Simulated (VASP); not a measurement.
An input for Ansatz (written as the equivalent of a VASP run, and not itself run):

Ansatz 0.2 input:
```yaml
crystal:
  lattice:
    - [0.0058810, 6.1314487, 6.1103166]
    - [6.1314487, 0.0058810, 6.1103166]
    - [3.0686648, 3.0686648, 0.0000000]
  atoms:
    - { symbol: Ga, position: [0.9998752, 0.9998752, 0.0002496] }
    - { symbol: Ga, position: [0.9998526, 0.5001126, 0.0000347] }
    - { symbol: Ga, position: [0.5001126, 0.9998526, 0.0000347] }
    - { symbol: Sb, position: [0.1250501, 0.1250501, 0.2498999] }
    - { symbol: Sb, position: [0.1240339, 0.6253509, 0.2506153] }
    - { symbol: Sb, position: [0.6253509, 0.1240339, 0.2506153] }
    - { symbol: Sb, position: [0.6255874, 0.6255874, 0.2488251] }
    - { symbol: Al, position: [0.5001373, 0.5001373, 0.9997254] }
kpoints:
  mp_grid: { grid: [3, 3, 6] }
hamiltonian:
  xc: pbesol
  pseudopotentials: { kind: paw }
scf:
  occupations: { method: gaussian, width: 0.05 }
  max_iter: 100
relax:
  max_steps: 60
  f_tol: 0.02
  cell: {}
output: { forces: true, stress: true, eigenvalues: true }
```

Question: Write the VASP files for the same calculation (PBEsol).

Answer: Several could match; the one computed here: 
**POSCAR**
```
AlGa3Sb4
1.0
  0.0058809959   6.1314486708   6.1103165768
  6.1314486708   0.0058809959   6.1103165768
  3.0686648333   3.0686648333   0.0000000000
Ga Sb Al
3 4 1
Cart
  6.1373296667   6.1373296667  12.2191082080
  3.0724016208   6.1335928793   9.1652626209
  6.1335928793   3.0724016208   9.1652626209
  1.5343324167   1.5343324167   1.5281908675
  4.6040903091   1.5332393569   4.5789780341
  1.5332393569   4.6040903091   4.5789780341
  4.6029972500   4.6029972500   7.6450744888
  6.1373296670   6.1373296670   6.1119943170
```

### KPOINTS
```
Automatic
0
gamma
3 3 6
0 0 0
```

**INCAR**
```
SYSTEM = AlGa3Sb4
PREC = Accurate
ENCUT = 400
EDIFF = 1E-6
NELM = 100
ALGO = Normal
LREAL = .FALSE.
LASPH = .TRUE.
ISMEAR = 0
SIGMA = 0.05
GGA = PS
LMAXMIX = 4
LWAVE = .FALSE.
LCHARG = .FALSE.
IBRION = 2
ISIF = 3
NSW = 60
EDIFFG = -0.02
```

POTCAR, in this order: Ga_d Sb Al (PBE.64 set). Program: vasp_std.

What does not carry over: each code has its own PAW files, so the cut-off isn't converted (ENCUT is set for VASP's; basis.ecutwfc is left out, and Ansatz then takes the one that its files recommend); Ansatz stops its SCF on the density residual and VASP on the energy change (EDIFF).

The structure was generated: AlGa3Sb4 was put into an ordered model structure (Amm2), which need not be its known phase. This run relaxes it. Symmetry was kept, so distortions that lower it aren't found. The start is the result of an earlier pass.
